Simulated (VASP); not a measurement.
Input:

```yaml
crystal:
  lattice:
    - [0.00000, 2.73098, 2.73098]
    - [2.73098, 0.00000, 2.73098]
    - [2.73098, 2.73098, 0.00000]
  atoms:
    - { symbol: Si, position: [0.25000, 0.25000, 0.25000] }
    - { symbol: Si, position: [0.75000, 0.75000, 0.75000] }
    - { symbol: Ni, position: [0.00000, 0.00000, 0.00000] }
```

Method: PW91 GGA, VASP's PBE PAW potentials (set 64) (plane waves; VASP 6.6.1). Run with 520 eV cut-off, Gaussian smearing of 0.050 eV, potentials Si Ni.

**Question.** Predict the band gap (along the path) with the smallest direct gap where there is one.

**Answer.** 
The band gap (along the path) is none (metal, semimetal or under 0.01 eV).

The compound is NiSi2 in the fluorite structure. It was relaxed first. The run is not spin-polarised, so no magnetic state was tried.
